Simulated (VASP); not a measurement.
Input:

```
CELL_PARAMETERS angstrom
      3.85400     0.00000     0.00000
      0.00000     3.85400     0.00000
      0.00000     0.00000     3.85400
ATOMIC_POSITIONS crystal
  Al 0.00000 0.00000 0.00000
  Pt 0.00000 0.50000 0.50000
  Pt 0.50000 0.00000 0.50000
  Pt 0.50000 0.50000 0.00000
```

Computed with LDA (Ceperley-Alder, Perdew-Zunger) with spin-orbit coupling, VASP's LDA PAW potentials (set 64) (plane waves; VASP). Settings: 400 eV cut-off, 7×7×7 Γ-centred mesh, Gaussian smearing of 0.050 eV, potentials Al Pt.

**Question.** Give the energies of bands 25 to 38 at the high-symmetry points, in eV from the Fermi level.

**Answer.** 
```json
[
 {"band": "25", "Γ": "-0.13", "X": "-2.27", "M": "-2.64", "R": "-1.86"},
 {"band": "26", "Γ": "-0.13", "X": "-2.27", "M": "-2.64", "R": "-1.86"},
 {"band": "27", "Γ": "-0.13", "X": "-2.15", "M": "-2.50", "R": "-1.83"},
 {"band": "28", "Γ": "-0.13", "X": "-2.15", "M": "-2.50", "R": "-1.83"},
 {"band": "29", "Γ": "0.17", "X": "-2.02", "M": "-1.75", "R": "-1.83"},
 {"band": "30", "Γ": "0.17", "X": "-2.02", "M": "-1.75", "R": "-1.83"},
 {"band": "31", "Γ": "0.21", "X": "-0.67", "M": "-1.55", "R": "-0.65"},
 {"band": "32", "Γ": "0.21", "X": "-0.67", "M": "-1.55", "R": "-0.65"},
 {"band": "33", "Γ": "0.28", "X": "0.61", "M": "-0.80", "R": "-0.24"},
 {"band": "34", "Γ": "0.28", "X": "0.61", "M": "-0.80", "R": "-0.24"},
 {"band": "35", "Γ": "0.84", "X": "4.00", "M": "1.72", "R": "0.35"},
 {"band": "36", "Γ": "0.84", "X": "4.00", "M": "1.72", "R": "0.35"},
 {"band": "37", "Γ": "0.84", "X": "5.15", "M": "1.84", "R": "0.35"},
 {"band": "38", "Γ": "0.84", "X": "5.15", "M": "1.84", "R": "0.35"}
]
```

It has no gap at this level: it comes out as a metal or semimetal.

The structure comes from a computed database's AlPt3 entry (Pm-3m); how it stands against other phases isn't given here. It was relaxed first.
